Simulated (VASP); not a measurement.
OSZICAR of a VASP run on GaSb (zinc blende):

### OSZICAR
```
       N       E                     dE             d eps       ncg     rms          rms(c)
DAV:   1     0.844460672184E+02    0.84446E+02   -0.89549E+03  1238   0.175E+03
DAV:   2     0.389945047902E+01   -0.80547E+02   -0.78054E+02  1337   0.312E+02
DAV:   3    -0.205856594713E+01   -0.59580E+01   -0.59301E+01  1577   0.743E+01
DAV:   4    -0.216585717081E+01   -0.10729E+00   -0.10725E+00  1396   0.110E+01
DAV:   5    -0.216899776808E+01   -0.31406E-02   -0.31405E-02  1534   0.168E+00    0.304E+00
DAV:   6    -0.211886584040E+01    0.50132E-01   -0.69747E-02  1638   0.464E+00    0.181E+00
DAV:   7    -0.210167455166E+01    0.17191E-01   -0.53159E-02  1402   0.209E+00    0.308E-01
DAV:   8    -0.210233756192E+01   -0.66301E-03   -0.44456E-03  1523   0.954E-01    0.822E-02
DAV:   9    -0.210267377277E+01   -0.33621E-03   -0.53821E-04  1295   0.226E-01    0.301E-02
DAV:  10    -0.210270516434E+01   -0.31392E-04   -0.38954E-05  1480   0.453E-02    0.817E-03
DAV:  11    -0.210271718709E+01   -0.12023E-04   -0.15309E-05  1252   0.347E-02    0.507E-03
DAV:  12    -0.210271777641E+01   -0.58931E-06   -0.93132E-07  1462   0.923E-03    0.746E-04
DAV:  13    -0.210271766457E+01    0.11184E-06   -0.56134E-08   961   0.238E-03    0.315E-04
DAV:  14    -0.210271771212E+01   -0.47553E-07   -0.10984E-08   666   0.130E-03
   1 F= -.21027177E+01 E0= -.21027164E+01  d E =-.379914E-05
```

Which electronic solver shows in the log?

It is blocked Davidson (ALGO = Normal, or the opening steps of other solvers). The INCAR had ALGO = Normal.

Can the final energy be trusted as converged?

The calculation finished and met its thresholds. It stopped with EDIFF = 1E-7, NELM = 100 (optB86b-vdW, plane waves, VASP's PBE PAW potentials (set 64)).

The compound is GaSb in the zinc blende structure. This cell is one point of a volume scan, at 0.97 of the reference volume.
